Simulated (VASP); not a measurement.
Computed with PBE GGA with D3 dispersion (zero damping), VASP's PBE PAW potentials (set 64) (plane waves; VASP).

The input files of a VASP run:

**INCAR**
```
PREC = Accurate
ISMEAR = 1   # Methfessel-Paxton
LMAXMIX = 4
LCHARG = .FALSE.
ALGO = Normal
SYSTEM = Nb
EDIFF = 1E-7
ENCUT = 520
SIGMA = 0.1
ISIF = 2
GGA = PE   # PBE
IVDW = 11   # D3, zero damping
LWAVE = .FALSE.
LASPH = .TRUE.
NELM = 100   # most electronic steps
LREAL = .FALSE.   # projection in real space or not
```

KPOINTS:
```
Automatic mesh
0
Gamma
16 16 16
0 0 0
```

**POSCAR**
```
Nb
1.632620
 -1.0000002502   1.0000002502   1.0000002502
  1.0000002502  -1.0000002502   1.0000002502
  1.0000002502   1.0000002502  -1.0000002502
Nb
1
Direct
  0.0000000000   0.0000000000   0.0000000000
```

POTCAR, in this order: Nb_sv (PBE.64 set). Program: vasp_std.

The run wrote:

File OSZICAR:
```
       N       E                     dE             d eps       ncg     rms          rms(c)
DAV:   1     0.118379284247E+03    0.11838E+03   -0.75854E+03  2908   0.131E+03
DAV:   2    -0.501681854486E+01   -0.12340E+03   -0.12057E+03  3110   0.453E+02
DAV:   3    -0.102575822140E+02   -0.52408E+01   -0.49737E+01  4282   0.782E+01
DAV:   4    -0.105718131851E+02   -0.31423E+00   -0.31245E+00  4044   0.176E+01
DAV:   5    -0.105890086020E+02   -0.17195E-01   -0.17180E-01  4530   0.315E+00    0.749E+00
DAV:   6    -0.102362406654E+02    0.35277E+00   -0.70728E-01  4482   0.114E+01    0.268E+00
DAV:   7    -0.101972086232E+02    0.39032E-01   -0.22288E-01  4536   0.639E+00    0.952E-01
DAV:   8    -0.102030474463E+02   -0.58388E-02   -0.13125E-02  3422   0.180E+00    0.405E-02
DAV:   9    -0.102031139944E+02   -0.66548E-04   -0.11417E-03  4938   0.325E-01    0.501E-02
DAV:  10    -0.102031351094E+02   -0.21115E-04   -0.32743E-05  3730   0.861E-02    0.214E-02
DAV:  11    -0.102031273856E+02    0.77238E-05   -0.87398E-06  3182   0.620E-02    0.407E-03
DAV:  12    -0.102031272110E+02    0.17459E-06   -0.35823E-07  4246   0.690E-03    0.165E-03
DAV:  13    -0.102031270151E+02    0.19594E-06   -0.19818E-08  1722   0.227E-03    0.375E-04
DAV:  14    -0.102031270004E+02    0.14659E-07   -0.58740E-09  1668   0.158E-03
   1 F= -.10778571E+02 E0= -.10778492E+02  d E =-.239188E-03
```

**OUTCAR**
```
------------------------ aborting loop because EDIFF is reached ----------------------------------------
 Edisp (eV)   -0.57544
  FORCE on cell =-STRESS in cart. coord.  units (eV):
  Direction    XX          YY          ZZ          XY          YZ          ZX
  --------------------------------------------------------------------------------------
  Total      -0.03331    -0.03331    -0.03331     0.00000     0.00000     0.00000
  in kB      -3.06604    -3.06604    -3.06604     0.00000     0.00000     0.00000
  external pressure =       -3.07 kB  Pullay stress =        0.00 kB
  volume of cell :       17.41
      direct lattice vectors                 reciprocal lattice vectors
    -1.632620408  1.632620408  1.632620408     0.000000000  0.306256125  0.306256125
     1.632620408 -1.632620408  1.632620408     0.306256125  0.000000000  0.306256125
     1.632620408  1.632620408 -1.632620408     0.306256125  0.306256125  0.000000000
 POSITION                                       TOTAL-FORCE (eV/Angst)
 -----------------------------------------------------------------------------------
      0.00000      0.00000      0.00000        -0.000000      0.000000      0.000000
 -----------------------------------------------------------------------------------
    total drift:                               -0.000000      0.000000      0.000000
  FREE ENERGIE OF THE ION-ELECTRON SYSTEM (eV)
  ---------------------------------------------------
  free  energy   TOTEN  =       -10.7785713754 eV

  energy  without entropy=      -10.7783321874  energy(sigma->0) =      -10.77849165
```
(Selected blocks of OUTCAR.)

The compound is Nb in the bcc structure. It was relaxed first.
